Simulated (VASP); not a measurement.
Level of theory: PBE GGA, VASP's PBE PAW potentials (set 64) (plane waves; VASP).

A VASP calculation is set up with these files.

**INCAR**
```
! general
SYSTEM   =  Ag
PREC     =  Accurate
ENCUT    =  520   ! plane-wave cut-off (eV)
LREAL    =  .FALSE.   ! projection in real space or not
LASPH    =  .TRUE.   ! aspherical one-centre terms

! electronic loop
EDIFF    =  1E-7
NELM     =  100   ! most electronic steps
ALGO     =  Normal
LMAXMIX  =  4   ! l cut-off of mixed one-centre charges

! smearing
ISMEAR   =  1   ! Methfessel-Paxton
SIGMA    =  0.1   ! width (eV)

! functional
GGA      =  PE

! ions
ISIF     =  2   ! forces and stress, cell fixed

! output
LWAVE    =  .FALSE.
LCHARG   =  .FALSE.
```

### POSCAR
```
Ag
2.9887230
  0.0000000000   0.7071067157   0.7071067157
  0.7071067157   0.0000000000   0.7071067157
  0.7071067157   0.7071067157   0.0000000000
Ag
1
Cartesian
  0.0000000000   0.0000000000   0.0000000000
```

**KPOINTS**
```
Regular mesh
0
G
  15 15 15
0 0 0
```

POTCAR, in this order: Ag (PBE.64 set). Program: vasp_std.

Output

### OUTCAR
```
 ion  position               nearest neighbor table
   1  0.000  0.000  0.000-
  LATTYP: Found a face centered cubic cell.
 ALAT       =     4.2266922096
 Subroutine PRICEL returns:
 Original cell was already a primitive cell.
 Subroutine GETGRP returns: Found 48 space group operations
The static configuration has the point symmetry O_h .
The dynamic configuration has the point symmetry O_h .
 Subroutine INISYM returns: Found 48 space group operations
 Subroutine IBZKPT returns following result:
 Found    120 irreducible k-points:

 Following reciprocal coordinates:
            Coordinates               Weight
  0.000000  0.000000  0.000000      1.000000
  0.066667  0.000000  0.000000      8.000000
  0.133333  0.000000  0.000000      8.000000
  0.200000  0.000000  0.000000      8.000000
  0.266667  0.000000  0.000000      8.000000
  0.333333  0.000000  0.000000      8.000000
  0.400000  0.000000  0.000000      8.000000
  0.466667  0.000000  0.000000      8.000000
  0.066667  0.066667  0.000000      6.000000
  0.133333  0.066667  0.000000     24.000000
  0.200000  0.066667  0.000000     24.000000
  0.266667  0.066667  0.000000     24.000000
  0.333333  0.066667  0.000000     24.000000
  0.400000  0.066667  0.000000     24.000000
  0.466667  0.066667  0.000000     24.000000
 -0.466667  0.066667  0.000000     24.000000
 -0.400000  0.066667  0.000000     24.000000
 -0.333333  0.066667  0.000000     24.000000
 -0.266667  0.066667  0.000000     24.000000
 -0.200000  0.066667  0.000000     24.000000
 -0.133333  0.066667  0.000000     24.000000
 -0.066667  0.066667  0.000000     12.000000
  0.133333  0.133333  0.000000      6.000000
  0.200000  0.133333  0.000000     24.000000
  0.266667  0.133333  0.000000     24.000000
...
```

File OSZICAR:
```
       N       E                     dE             d eps       ncg     rms          rms(c)
DAV:   1     0.446355343795E+02    0.44636E+02   -0.56859E+03  2256   0.109E+03
DAV:   2    -0.253381535548E+01   -0.47169E+02   -0.44713E+02  2211   0.204E+02
DAV:   3    -0.292078314038E+01   -0.38697E+00   -0.38678E+00  2585   0.226E+01
DAV:   4    -0.292164128330E+01   -0.85814E-03   -0.85813E-03  2552   0.998E-01
DAV:   5    -0.292164786887E+01   -0.65856E-05   -0.65858E-05  2461   0.767E-02    0.402E+00
DAV:   6    -0.270443290075E+01    0.21721E+00   -0.11189E+00  2205   0.113E+01    0.277E+00
DAV:   7    -0.269986288743E+01    0.45700E-02   -0.50986E-03  2356   0.844E-01    0.160E+00
DAV:   8    -0.269787128727E+01    0.19916E-02   -0.68906E-04  2272   0.283E-01    0.457E-02
DAV:   9    -0.269788268504E+01   -0.11398E-04   -0.79474E-06  2561   0.274E-02    0.126E-02
DAV:  10    -0.269788869508E+01   -0.60100E-05   -0.36112E-06  2349   0.242E-02    0.214E-03
DAV:  11    -0.269788855690E+01    0.13817E-06   -0.40418E-08  1827   0.208E-03    0.501E-04
DAV:  12    -0.269788851944E+01    0.37461E-07   -0.55156E-09  1124   0.815E-04
   1 F= -.26978885E+01 E0= -.26977267E+01  d E =-.485447E-03
```

OUTCAR:
```
------------------------ aborting loop because EDIFF is reached ----------------------------------------
  FORCE on cell =-STRESS in cart. coord.  units (eV):
  Direction    XX          YY          ZZ          XY          YZ          ZX
  --------------------------------------------------------------------------------------
  Total       -0.5120961     -0.5120961     -0.5120961      0.0000000      0.0000000      0.0000000
  in kB      -43.4630512    -43.4630512    -43.4630512      0.0000000      0.0000000      0.0000000
  external PRESSURE =     -43.4630512 kB  Pullay stress =       0.0000000 kB
  volume of cell :       18.88
      direct lattice vectors                 reciprocal lattice vectors
     0.000000000  2.113346105  2.113346105    -0.236591630  0.236591630  0.236591630
     2.113346105  0.000000000  2.113346105     0.236591630 -0.236591630  0.236591630
     2.113346105  2.113346105  0.000000000     0.236591630  0.236591630 -0.236591630
 POSITION                                       TOTAL-FORCE (eV/Angst)
 -----------------------------------------------------------------------------------
      0.00000      0.00000      0.00000         0.000000      0.000000      0.000000
 -----------------------------------------------------------------------------------
    total drift:                               -0.000000      0.000000      0.000000
  FREE ENERGIE OF THE ION-ELECTRON SYSTEM (eV)
  ---------------------------------------------------
  free  energy   TOTEN  =        -2.6978885194 eV

  energy  without entropy=       -2.6974030728  energy(sigma->0) =       -2.69772670
```
(Selected blocks of OUTCAR.)

The compound is Ag in the fcc structure. This cell is one point of a volume scan, at 1.06 of the reference volume.
